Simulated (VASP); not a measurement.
A run of VASP 6.6.1 is set up as follows.

INCAR

```
PREC = Accurate ; ENCUT = 520
EDIFF = 1E-6 ; ISMEAR = -1
SIGMA = 0.1 ; LREAL = False
LASPH = True ; NELM = 100
ALGO = Fast ; ISIF = 2
LWAVE = False ; LCHARG = True
GGA = PE ; LELF = True
LVHAR = True ; NBANDS = 30
```

File KPOINTS:

```
regular mesh
0
Gamma
  6 6 1
```

The input POSCAR:

```
Be12Ga
1.0
    4.5800000000      0.0000000000      0.0000000000
    2.2900000000      3.9663960000      0.0000000000
    0.0000000000      0.0000000000     14.5884300000
Be Ga
12 1
Direct
    0.0000000000      0.0000000000      0.0685474722
    0.5000000000      0.0000000000      0.0685474722
    0.0000000000      0.5000000000      0.0685474722
    0.5000000000      0.5000000000      0.0685474722
   -0.1618785385      0.3314880814      0.1939144925
    0.3304091602      0.3314842996      0.1939075007
   -0.1668810472      0.8337289065      0.1960407666
    0.3317690060      0.8364676649      0.1929707309
   -0.0000712826     -0.0000831990      0.3220916164
    0.5001377888     -0.0000882413      0.3221300030
   -0.0008076493      0.5016314559      0.3232304641
    0.5015573897      0.4969594564      0.3123451941
    0.4355785547      0.6262075194      0.4730181383
```

Potentials or basis: VASP PAW PBE potentials, release 64 (Be, Ga_d).

Command:

```sh
$ cat potpaw_PBE.64/Be/POTCAR potpaw_PBE.64/Ga_d/POTCAR > POTCAR
$ mpirun -np 1 vasp_std > vasp.out
```

(1) Predict the band gap on the k mesh.

(2) What does it give for the largest force?

## Answers

(1) none (metal or under the smearing width).

(2) 0.124 eV/Å.
